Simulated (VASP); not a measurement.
Input:

```xyz
4
Lattice="1.6009 -4.9169 0.0000 1.6009 4.9169 0.0000 0.0000 0.0000 4.0349" Properties=species:S:1:pos:R:3 pbc="T T T"
Hf     1.5999    -3.5393     3.0068
Hf     1.6138     3.5200     1.0054
Ni     1.5778    -0.8252     3.0502
Ni     1.6122     0.8444     1.0073
```

These are PBEsol GGA, VASP's PBE PAW potentials (set 64) (plane waves; VASP 6.6.1) values and carry that method's errors. Run with 300 eV cut-off, 6×6×5 Γ-centred mesh, Fermi-Dirac smearing of 0.10 eV, potentials Hf_pv Ni.

At this cut-off the stress carries a Pulay error, which pulls relaxed volumes low.

Question: Give the force on each atom (eV/Å).

Answer: 
```
atom      Fx      Fy      Fz
----  ------  ------  ------
Hf1    0.012  -0.104   0.149
Hf2   -0.133   0.254   0.075
Ni3    0.181   0.091  -0.209
Ni4   -0.060  -0.241  -0.016
```

Question: Give the stress tensor in GPa (positive for a compressed cell).

Answer: 
```
-2.23   0.02  -0.03
 0.02  -4.07   0.02
-0.03   0.02  -2.60
```
The pressure is its mean diagonal, -2.97 GPa.

The structure comes from a computed database's HfNi entry; how it stands against other phases isn't given here. The cell was not relaxed at this level, atoms are displaced from their ideal sites. The k-mesh is coarse (spacing up to 0.34 per Å, 2π included), so the numbers may not be converged in it. The run is not spin-polarised, so no magnetic state was tried.
